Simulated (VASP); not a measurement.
# A VASP study of ScPbClO2 (BLYP + D4): structure first, properties next, part 3 of 4

Aim: relax ScPbClO2, then compute properties on the relaxed cell. The cell is invented: it takes the structure of a Materials Project entry for BiPbO2F (space group 8 there), with some of its atoms replaced by other elements, volume scaled by an estimate. It may not be a known or stable phase.

VASP 6.6.1, plane waves and PAW; the level of theory is named at each step.

So far, gap on the k-mesh (eV): step 2 (rough relaxation of the start cell) 3.08; step 3 (full relaxation (BLYP + D4)) 2.94.

## Step 4: Single point with fields (BLYP + D4)

Level of this step: BLYP with D4; plane waves and PAW (Pb_d, Sc_sv, Cl, O); invented cell (VASP).

The relaxed cell gets a fresh self-consistent run, on a basis set for its own volume, to fix the density and to check the remaining stress.

File INCAR:

```
SYSTEM = ScPbClO2
PREC = Accurate
ENCUT = 520
EDIFF = 1E-06
NELM = 100
ISMEAR = 0
SIGMA = 0.05
LREAL = .FALSE.
ALGO = Normal
GGA = B5
ALDAX = 1
AGGAX = 1
AGGAC = 1
ALDAC = 0
IVDW = 13
VDW_S6 = 1
VDW_S8 = 2.34076671
VDW_A1 = 0.44488865
VDW_A2 = 4.0933009
NBANDS = 28
LORBIT = 11
LWAVE = .FALSE.
LCHARG = .TRUE.
ISIF = 2
LELF = .TRUE.
LVHAR = .TRUE.
```

File POSCAR:

```
ScPbClO2
1.0
    3.1604049888     -1.8262475071      0.0237226300
    3.1604049888      1.8262475071      0.0237226300
   -0.0605173970      0.0000000000      7.5677176766
Pb Sc Cl O
1 1 1 2
Direct
    0.3720433836      0.3720433836      0.7435822550
    0.7049414063      0.7049414063      0.3371561294
    0.0377149051      0.0377149051      0.0835233722
    0.3716090113      0.3716090113      0.3732915355
    0.7054142936      0.7054142936      0.6117467079
```

File KPOINTS:

```
Automatic mesh
0
Gamma
7 7 3
0 0 0
```

PAW data sets: Pb_d, Sc_sv, Cl and O (PBE family, release 64).

The run is started by

```console
$ mpirun -np 2 vasp_std
```

Log:

```text
[banner, memory and clock lines left out]
running    2 mpi-ranks, on    1 nodes
 distrk:  each k-point on    2 cores,    1 groups
 distr:  one band on    1 cores,    2 groups

 POSCAR found type information on POSCAR PbScClO
 POSCAR found :  4 types and       5 ions
 [... a notice as in an earlier step ...]

 LDA part: xc-table for (Slater(with rela. corr.)+VWN5), standard interpolation
 POSCAR, INCAR and KPOINTS ok, starting setup
 FFT: planning ... GRIDC
 FFT: planning ... GRID_SOFT
 FFT: planning ... GRID
 WAVECAR not read
 entering main loop
       N       E                     dE             d eps       ncg     rms          rms(c)
DAV:   1     0.623115485939E+03    0.62312E+03   -0.21427E+04  2464   0.173E+03
DAV:   2     0.689205554826E+02   -0.55419E+03   -0.54375E+03  2464   0.523E+02
DAV:   3    -0.341676390385E+02   -0.10309E+03   -0.99846E+02  3768   0.218E+02
DAV:   4    -0.391616093289E+02   -0.49940E+01   -0.49791E+01  3680   0.530E+01
DAV:   5    -0.392726158068E+02   -0.11101E+00   -0.11088E+00  3816   0.748E+00    0.176E+01
DAV:   6    -0.308996262093E+02    0.83730E+01   -0.48064E+01  4380   0.568E+01    0.716E+00
DAV:   7    -0.307664041992E+02    0.13322E+00   -0.42572E+00  3580   0.157E+01    0.428E+00
DAV:   8    -0.307089436712E+02    0.57461E-01   -0.13927E+00  3800   0.915E+00    0.157E+00
DAV:   9    -0.306673547533E+02    0.41589E-01   -0.12626E-01  3900   0.341E+00    0.856E-01
DAV:  10    -0.306651618175E+02    0.21929E-02   -0.58480E-02  3784   0.152E+00    0.298E-01
DAV:  11    -0.306652412223E+02   -0.79405E-04   -0.49020E-03  4064   0.687E-01    0.108E-01
DAV:  12    -0.306653476042E+02   -0.10638E-03   -0.11595E-03  4152   0.282E-01    0.576E-02
DAV:  13    -0.306653493805E+02   -0.17764E-05   -0.22695E-04  3816   0.137E-01    0.230E-02
DAV:  14    -0.306653625062E+02   -0.13126E-04   -0.63100E-05  3920   0.604E-02    0.716E-03
DAV:  15    -0.306653627321E+02   -0.22584E-06   -0.69444E-06  3552   0.256E-02
   1 F= -.33138777E+02 E0= -.33138777E+02  d E =-.138373E-22
```

It took 30 s on 2 MPI ranks of Intel Xeon 6975P-C (Granite Rapids), shared host; peak memory 0.43 GiB; 56 s of CPU time.

Parts of OUTCAR (step 4):

```text
  LATTYP: Found a base centered monoclinic cell.
 ALAT       =     6.3209880419
 B/A-ratio  =     0.5778360899
 C/A-ratio  =     1.1972747923
 COS(beta)  =    -0.0004905542

The static configuration has the point symmetry C_1h.

 Found     44 irreducible k-points:

   ENCUT  =  520.0 eV  38.22 Ry    6.18 a.u.   6.79  6.79 14.07*2*pi/ulx,y,z

   NELECT =      44.0000    total number of electrons

 E-fermi :   4.4317

 k-point     1 :       0.0000    0.0000    0.0000
  band No.  band energies     occupation
    ...
     18       2.2148      2.00000
     19       2.2156      2.00000
     20       2.9607      2.00000
     21       2.9608      2.00000
     22       3.5013      2.00000
     23       7.8377      0.00000
     24       8.1702      0.00000
     25       8.1735      0.00000
     26       8.7816      0.00000
     27      10.4744      0.00000
    ...

 k-point     2 :       0.1429   -0.0000    0.0000
  band No.  band energies     occupation
    ...
     18       2.1486      2.00000
     19       2.2778      2.00000
     20       2.8534      2.00000
     21       3.1205      2.00000
     22       3.6033      2.00000
     23       8.0430      0.00000
     24       8.2108      0.00000
     25       8.3355      0.00000
     26       9.0300      0.00000
     27       9.9089      0.00000
    ...

  DFT-D4 for vdW energy calculation

  Edisp (eV):   -2.47341

  Total      -0.02183    -0.01585    -0.00483     0.00000     0.00000    -0.00078
  in kB      -0.40036    -0.29062    -0.08857     0.00000     0.00000    -0.01422
  external pressure =       -0.26 kB  Pullay stress =        0.00 kB

 POSITION                                       TOTAL-FORCE (eV/Angst)
 -----------------------------------------------------------------------------------
      2.30662      0.00000      5.64487        -0.000875      0.000000     -0.000377
      4.43540      0.00000      2.58495         0.001235      0.000000     -0.004414
      0.23333      0.00000      0.63387         0.004345      0.000000      0.001208
      2.32628      0.00000      2.84260        -0.001121      0.000000      0.007165
      4.42177      0.00000      4.66299        -0.003584      0.000000     -0.003582
 -----------------------------------------------------------------------------------
    total drift:                               -0.000190     -0.000000     -0.000721

  FREE ENERGIE OF THE ION-ELECTRON SYSTEM (eV)
  ---------------------------------------------------
  free  energy   TOTEN  =       -33.1387768874 eV

  energy  without entropy=      -33.1387768874  energy(sigma->0) =      -33.13877689

[... 5 parts as in an earlier step ...]

[... 7 further parts left out ...]
```

Numbers from this step:

- SCF cycles: 15
- Fermi energy: 4.432 eV
- pressure: -0.02598 GPa

Valence electrons inside each PAW sphere by angular momentum. Sphere charges, by row:

```tsv
atom	s (e)	p (e)	d (e)	tot (e)
Pb1	1.474	0.517	9.871	11.86
Sc2	2.184	6.173	0.991	9.348
Cl3	1.614	3.565	0	5.179
O4	1.554	3.469	0	5.023
O5	1.574	3.433	0	5.006
```

ELF in the ac plane of the cell as run, not the conventional one, at fractional y = 0.372, with atoms of Pb and O within 0.2 Å of it. It is the smooth field of the valence electrons, not physical close to the nuclei.

Ten even steps from '0' (0.01) to '9' (0.84), each cell a mean:
```
31001110012455
00123433100111
12455665421000
24565556642000
35642224653100
25522522553101
24521312442111
12443224421233
21244444312454
31112322112565
20001110001344
00134553100121
02589998520000
04799899841000
14897579951000
03898789841111
02699999720010
00267876310000
10013432001222
52000000025777
85200000157999
86300000268999
86200000258999
64100000136888
```
Columns run along a (3.7 Å), rows up along c (7.6 Å). Atoms in or near the plane, at fractional coordinates: Pb at (0.37, 0.74), O at (0.37, 0.37).

Electrostatic potential energy in the ac plane of the cell as run, not the conventional one, at fractional y = 0.372, with atoms of Pb and O within 0.2 Å of it. With pseudopotentials it is smooth inside the atoms' cores, unlike the true potential.

Values in eV, 24 rows by 14 columns, each cell a mean:
```
  4   4   3   3   3   3   3   3   3   4   4   4   4   4
  3   3   2   1   0  -1   0   0   2   3   3   4   4   4
  2   1  -1  -6 -11 -14 -11  -6  -2   0   2   3   3   3
  0  -2 -11 -28 -42 -49 -44 -31 -13  -3   0   2   2   2
 -1  -7 -27 -56 -70 -74 -71 -59 -32  -9  -2   1   2   1
 -2 -13 -39 -69 -75 -75 -75 -71 -45 -16  -3   0   2   1
 -2 -12 -37 -67 -75 -75 -75 -70 -43 -15  -3   1   2   1
  0  -5 -22 -48 -64 -69 -66 -51 -26  -7  -1   2   3   2
  1  -1  -7 -20 -32 -37 -33 -22  -9  -2   1   3   3   3
  3   2   0  -3  -6  -8  -6  -3  -1   1   3   4   4   3
  4   3   3   2   1   1   1   2   2   3   4   4   4   4
  3   4   4   4   3   3   3   4   4   4   3   3   3   3
  2   3   3   2  -2  -7  -3   2   3   3   2   1   1   1
  0   2   1 -10 -32 -42 -35 -13   1   2   0  -2  -2  -2
 -2   0  -1 -26 -49 -47 -50 -31  -3   0  -2  -4  -6  -5
 -3  -1   0 -19 -44 -49 -46 -23  -1   0  -3  -6  -7  -6
 -3   0   1  -2 -14 -23 -16  -3   1   0  -2  -5  -6  -5
 -1   1   3   4   3   3   3   4   3   1   0  -2  -3  -3
  1   2   4   5   5   5   5   5   4   2   1   0  -1   0
  2   3   4   5   5   5   5   5   4   3   2   1   1   1
  2   4   4   5   5   5   5   5   4   4   2   1   0   1
  2   3   4   5   5   5   5   5   5   4   2   1   0   0
  2   4   4   5   5   5   5   5   5   4   3   1   1   1
  3   4   4   4   4   4   4   4   4   4   3   3   2   3
```
Columns run along a (3.7 Å; values clipped at the 3rd and 97th percentile), rows up along c (7.6 Å). Atoms in or near the plane, at fractional coordinates: Pb at (0.37, 0.74), O at (0.37, 0.37).

Valence density in the ac plane of the cell as run, not the conventional one, at fractional y = 0.372, with atoms of Pb and O within 0.2 Å of it. It is the smooth field of the valence electrons, not physical close to the nuclei.

Values in e/Å³, 24 rows by 14 columns, each cell a mean:
```
0.1 0.1 0.1 0.1 0.1 0.1 0.1 0.1 0.1 0.1 0.1 0.1 0.1 0.1
0.1 0.1 0.1 0.1 0.2 0.2 0.2 0.1 0.1 0.1 0.1 0.1 0.1 0.1
0.1 0.1 0.2 0.4 0.5 0.6 0.5 0.4 0.2 0.1 0.1 0.1 0.0 0.1
0.1 0.2 0.5 1.2 1.8 2.2 1.9 1.3 0.6 0.3 0.1 0.1 0.0 0.1
0.2 0.4 1.1 2.6 4.1 4.9 4.3 2.8 1.3 0.5 0.2 0.1 0.1 0.1
0.2 0.5 1.6 3.9 6.2 7.6 6.6 4.3 1.9 0.6 0.2 0.1 0.1 0.1
0.2 0.5 1.5 3.6 5.8 7.2 6.1 4.0 1.8 0.6 0.3 0.1 0.1 0.1
0.2 0.3 0.8 2.0 3.3 4.0 3.4 2.2 1.0 0.4 0.2 0.2 0.2 0.2
0.2 0.2 0.4 0.7 1.2 1.5 1.3 0.8 0.4 0.2 0.2 0.2 0.2 0.2
0.2 0.1 0.2 0.2 0.3 0.4 0.3 0.2 0.2 0.1 0.2 0.2 0.2 0.2
0.1 0.1 0.1 0.1 0.2 0.2 0.2 0.1 0.1 0.1 0.1 0.1 0.2 0.1
0.1 0.1 0.1 0.2 0.3 0.3 0.3 0.2 0.1 0.1 0.1 0.1 0.1 0.1
0.1 0.1 0.3 0.6 1.0 1.3 1.1 0.6 0.3 0.1 0.1 0.1 0.1 0.1
0.1 0.2 0.5 1.5 3.2 4.4 3.4 1.7 0.6 0.2 0.1 0.1 0.1 0.1
0.2 0.3 0.8 2.6 5.7 7.5 6.1 3.0 1.0 0.3 0.2 0.2 0.2 0.2
0.2 0.3 0.7 2.1 4.6 6.1 4.9 2.4 0.8 0.3 0.2 0.2 0.2 0.2
0.2 0.2 0.4 1.0 1.8 2.4 1.9 1.1 0.5 0.2 0.2 0.2 0.2 0.2
0.1 0.1 0.2 0.3 0.4 0.5 0.5 0.3 0.2 0.1 0.1 0.1 0.1 0.1
0.1 0.1 0.1 0.1 0.1 0.2 0.1 0.1 0.1 0.1 0.1 0.1 0.2 0.1
0.2 0.1 0.1 0.1 0.0 0.0 0.0 0.1 0.1 0.1 0.2 0.2 0.3 0.2
0.2 0.2 0.1 0.0 0.0 0.0 0.0 0.0 0.1 0.1 0.2 0.3 0.4 0.3
0.3 0.2 0.1 0.0 0.0 0.0 0.0 0.0 0.1 0.2 0.3 0.4 0.4 0.4
0.2 0.2 0.1 0.0 0.0 0.0 0.0 0.0 0.1 0.1 0.2 0.3 0.4 0.4
0.2 0.1 0.1 0.0 0.0 0.0 0.0 0.0 0.1 0.1 0.2 0.2 0.3 0.2
```
Columns run along a (3.7 Å), rows up along c (7.6 Å). Atoms in or near the plane, at fractional coordinates: Pb at (0.37, 0.74), O at (0.37, 0.37).

In this run the pressure is -0.03 GPa, small enough to go on.

## Step 5: Band structure (BLYP + D4)

The mesh alone shows little of the dispersion and can miss band extrema, so KPOINTS_OPT adds a path through the symmetry points after the self-consistent cycle.

INCAR: that of step 4 with these lines changed.

```diff
@@ -19,8 +19,6 @@
 VDW_A2 = 4.0933009
-NBANDS = 28
+NBANDS = 37
 LORBIT = 11
 LWAVE = .FALSE.
-LCHARG = .TRUE.
-ISIF = 2
-LELF = .TRUE.
-LVHAR = .TRUE.
+LCHARG = .FALSE.
+KPAR = 2
```

POSCAR is that of step 4.

KPOINTS is that of step 4.

File KPOINTS_OPT:

```
Line mode
16
Line-mode
Reciprocal
  0.00000000   0.00000000   0.00000000 GAMMA
 -0.50000000  -0.50000000   0.00000000 Y

 -0.50000000  -0.50000000   0.00000000 Y
 -0.50010231  -0.50010231   0.49941279 F

 -0.50010231  -0.50010231   0.49941279 F
 -0.50000000  -0.50000000   0.50000000 L

 -0.50000000  -0.50000000   0.50000000 L
 -0.66656054  -0.33343946   0.50000000 I

 -0.33343946   0.33343946   0.50000000 I1
  0.00000000   0.00000000   0.50000000 Z

  0.00000000   0.00000000   0.50000000 Z
 -0.49989769  -0.49989769   0.50058721 F1

 -0.50000000  -0.50000000   0.00000000 Y
 -0.66652634  -0.33347366   0.00000000 X1

 -0.33347366   0.33347366   0.00000000 X
  0.00000000   0.00000000   0.00000000 GAMMA

  0.00000000   0.00000000   0.00000000 GAMMA
 -0.50000000   0.00000000   0.00000000 N

 -0.50000000   0.00000000   0.50000000 M
  0.00000000   0.00000000   0.00000000 GAMMA
```

The run is started by

```console
$ mpirun -np 2 vasp_std
```

Log:

```text
[... set-up lines as in an earlier step ...]
 entering main loop
       N       E                     dE             d eps       ncg     rms          rms(c)
DAV:   1     0.586491448760E+03    0.58649E+03   -0.20326E+04  3256   0.131E+03
DAV:   2     0.392145285790E+02   -0.54728E+03   -0.51465E+03  3256   0.412E+02
DAV:   3    -0.355003854142E+02   -0.74715E+02   -0.71722E+02  4198   0.165E+02
DAV:   4    -0.391972024595E+02   -0.36968E+01   -0.36775E+01  4760   0.402E+01
DAV:   5    -0.392720595715E+02   -0.74857E-01   -0.74822E-01  4414   0.542E+00    0.176E+01
DAV:   6    -0.310227347695E+02    0.82493E+01   -0.26184E+01  5267   0.430E+01    0.717E+00
DAV:   7    -0.307849972306E+02    0.23774E+00   -0.28917E+00  4611   0.119E+01    0.430E+00
DAV:   8    -0.306732731999E+02    0.11172E+00   -0.77931E-01  5104   0.636E+00    0.101E+00
DAV:   9    -0.306656110632E+02    0.76621E-02   -0.33765E-02  4856   0.163E+00    0.570E-01
DAV:  10    -0.306651341055E+02    0.47696E-03   -0.16329E-02  5136   0.988E-01    0.130E-01
DAV:  11    -0.306652524898E+02   -0.11838E-03   -0.85570E-04  4431   0.203E-01    0.705E-02
DAV:  12    -0.306653463112E+02   -0.93821E-04   -0.17668E-04  4496   0.937E-02    0.233E-02
DAV:  13    -0.306653620961E+02   -0.15785E-04   -0.25908E-05  4606   0.434E-02    0.136E-02
DAV:  14    -0.306653621993E+02   -0.10318E-06   -0.55924E-06  4064   0.176E-02
   1 F= -.33138776E+02 E0= -.33138776E+02  d E =-.244953E-21
 Start KPOINTS_OPT (optional k-point list driver)
k-point batch [1-44\160]
       N       E                     dE             ncg
DAV:   1     0.903867750120E+04   -0.43424E+05     3256
DAV:   2    -0.136547693527E+05   -0.22693E+05     3281
DAV:   3    -0.165597375858E+05   -0.29050E+04     4109
DAV:   4    -0.167184242844E+05   -0.15869E+03     4248
DAV:   5    -0.167239714362E+05   -0.55472E+01     4383
DAV:   6    -0.167241929589E+05   -0.22152E+00     4753
DAV:   7    -0.167241975460E+05   -0.45871E-02     4490
DAV:   8    -0.167241977187E+05   -0.17263E-03     4672
DAV:   9    -0.167241977224E+05   -0.37843E-05     2783
DAV:  10    -0.167241977229E+05   -0.49241E-06     2259
[...]
k-point batch [133-160\160]
       N       E                     dE             ncg
DAV:   1     0.133590869470E+05   -0.17220E+05     2080
DAV:   2    -0.110732928732E+04   -0.14466E+05     2087
DAV:   3    -0.297054641200E+04   -0.18632E+04     2638
DAV:   4    -0.307480504749E+04   -0.10426E+03     2704
DAV:   5    -0.307827087250E+04   -0.34658E+01     2746
DAV:   6    -0.307843476473E+04   -0.16389E+00     3041
DAV:   7    -0.307843728174E+04   -0.25170E-02     2813
DAV:   8    -0.307843740678E+04   -0.12504E-03     3028
DAV:   9    -0.307843740882E+04   -0.20409E-05     1778
DAV:  10    -0.307843740911E+04   -0.28775E-06     1449
```

The job ended after 90 s (2 MPI ranks; peak memory 0.69 GiB; 2.9 min of CPU time).

OUTCAR, selected parts (step 5):

```text
   k-points           NKPTS =     44   k-points in BZ     NKDIM =     44   number of bands    NBANDS=     37

   NELECT =      44.0000    total number of electrons

 E-fermi :   4.4210

 k-point     1 :       0.0000    0.0000    0.0000
  band No.  band energies     occupation
    ...
     18       2.2154      2.00000
     19       2.2163      2.00000
     20       2.9600      2.00000
     21       2.9601      2.00000
     22       3.5013      2.00000
     23       7.8376      0.00000
     24       8.1704      0.00000
     25       8.1737      0.00000
     26       8.7816      0.00000
     27      10.4727      0.00000
    ...

  DFT-D4 for vdW energy calculation

  Edisp (eV):   -2.47341

  Total      -0.02077    -0.01483    -0.00417     0.00000     0.00000    -0.00079
  in kB      -0.38085    -0.27199    -0.07648     0.00000     0.00000    -0.01458
  external pressure =       -0.24 kB  Pullay stress =        0.00 kB

 POSITION                                       TOTAL-FORCE (eV/Angst)
 -----------------------------------------------------------------------------------
      2.30662      0.00000      5.64487        -0.000875      0.000000     -0.000680
      4.43540      0.00000      2.58495         0.001230      0.000000     -0.004396
      0.23333      0.00000      0.63387         0.004339      0.000000      0.002550
      2.32628      0.00000      2.84260        -0.001122      0.000000      0.006657
      4.42177      0.00000      4.66299        -0.003571      0.000000     -0.004131
 -----------------------------------------------------------------------------------
    total drift:                               -0.000162     -0.000000     -0.001767

  FREE ENERGIE OF THE ION-ELECTRON SYSTEM (eV)
  ---------------------------------------------------
  free  energy   TOTEN  =       -33.1387763546 eV

  energy  without entropy=      -33.1387763546  energy(sigma->0) =      -33.13877635

[... 7 parts as in an earlier step ...]

[... 9 further parts left out ...]
```

Within 0.02 Å the cell has space group P3m1; at a tight tolerance a small distortion makes it Cm. Spin-orbit coupling is off here; with elements this heavy it splits and shifts levels by tenths of an eV or more.

This step gave:

```
SCF cycles                        : 14
bands                             : 37
Fermi energy                      : 4.421 eV
pressure                          : -0.02431 GPa
least gap on mesh and path        : 2.675 eV
least direct gap on mesh and path : 2.857 eV
valence top at k                  : 0, 0, 0.5
conduction bottom at k            : -0.5000, -0.5000, 0.1998
least direct gap at k             : -0.6666, -0.3334, 0.5
```

The electronic bands at the labelled points (eV, zero at the valence-band top; v1 is the highest filled band, c1 the lowest empty one):

```tsv
point	v4	v3	v2	v1	c1	c2	c3	c4
Γ	-2.06	-1.32	-1.32	-0.78	3.56	3.89	3.90	4.50
0.53 of the way	-2.16	-1.60	-0.88	-0.73	3.66	3.98	4.14	4.65
Y	-2.00	-1.65	-1.30	-0.84	2.68	3.83	4.04	4.51
0.47 of the way	-2.14	-1.59	-1.27	-0.70	2.68	3.78	3.98	4.58
F	-2.19	-1.52	-1.19	-0.61	2.70	3.75	3.91	4.49
0.47 of the way	-2.19	-1.52	-1.19	-0.61	2.70	3.75	3.91	4.49
L	-2.19	-1.52	-1.19	-0.61	2.70	3.75	3.91	4.49
0.53 of the way	-2.34	-1.74	-1.47	-0.27	2.94	3.41	4.21	4.55
I	-2.25	-2.02	-1.73	-0.05	2.81	3.84	4.07	4.37
jump to I1	-2.25	-2.02	-1.73	-0.05	2.81	3.84	4.07	4.37
0.47 of the way	-1.98	-1.73	-0.89	-0.79	3.70	3.74	4.43	4.48
Z	-2.08	-1.32	-1.32	0.00	3.04	3.93	3.93	4.18
0.53 of the way	-2.15	-1.49	-1.06	-0.64	3.75	3.91	3.95	4.64
F1	-2.19	-1.52	-1.19	-0.61	2.70	3.75	3.91	4.49
jump to Y	-2.00	-1.65	-1.30	-0.84	2.68	3.83	4.04	4.51
0.53 of the way	-2.10	-1.52	-1.00	-0.59	2.85	3.33	4.18	4.52
X1	-2.20	-1.42	-0.94	-0.46	3.05	3.16	4.16	4.17
jump to X	-2.20	-1.42	-0.94	-0.46	3.05	3.16	4.16	4.17
0.47 of the way	-1.97	-1.82	-0.79	-0.61	3.59	3.90	4.01	4.73
Γ	-2.06	-1.32	-1.32	-0.78	3.56	3.89	3.90	4.50
0.47 of the way	-2.17	-1.55	-0.85	-0.74	3.77	3.97	4.34	4.52
N	-2.00	-1.65	-1.30	-0.84	2.68	3.83	4.05	4.51
jump to M	-2.19	-1.52	-1.19	-0.60	2.70	3.75	3.91	4.50
0.53 of the way	-2.21	-1.51	-1.04	-0.61	3.86	3.97	4.21	4.50
Γ	-2.06	-1.32	-1.32	-0.78	3.56	3.89	3.90	4.50
```

Of the projections kept (Pb, Sc, Cl, O), the largest for each band there; the rest of the weight can lie on other orbitals:

```tsv
point	v4	v3	v2	v1	c1	c2	c3	c4
Γ	O 0.86	Cl 0.88	Cl 0.88	O 0.82	Sc 0.41	Sc 0.96	Sc 0.95	Sc 0.59
Y	O 0.46	O 0.69	O 0.69	O 0.62	Pb 0.37	Sc 0.80	Sc 0.94	Sc 0.80
F	Cl 0.64	O 0.61	O 0.62	O 0.67	Pb 0.48	Sc 0.87	Sc 0.94	Sc 0.81
L	Cl 0.64	O 0.61	O 0.62	O 0.67	Pb 0.48	Sc 0.87	Sc 0.94	Sc 0.81
I	O 0.61	O 0.61	O 0.75	O 0.72	Sc 0.89	Pb 0.44	O 0.41	Sc 0.87
I1	O 0.61	O 0.61	O 0.75	O 0.72	Sc 0.89	Pb 0.44	O 0.41	Sc 0.87
```

The path lowers the gap by 0.27 eV against the mesh alone, so a band edge lies off the mesh.

(Part 3 of 4 ends here.)

[Lines on the potential files, build, host, timing and source positions are cut from VASP's logs without a mark.]

[Logs are printed without paths, hosts, clocks, repeated set-up lines and the standing remarks that a program may print on its own settings, such as how far it seeks lower states.]

[Hosts, paths, dates, database ids (printed as entryN), source tags and the programs' standing remarks are cut or masked in the printed files.]

[A measured line is paired with the nearest computed mode of its activity, which favours agreement.]
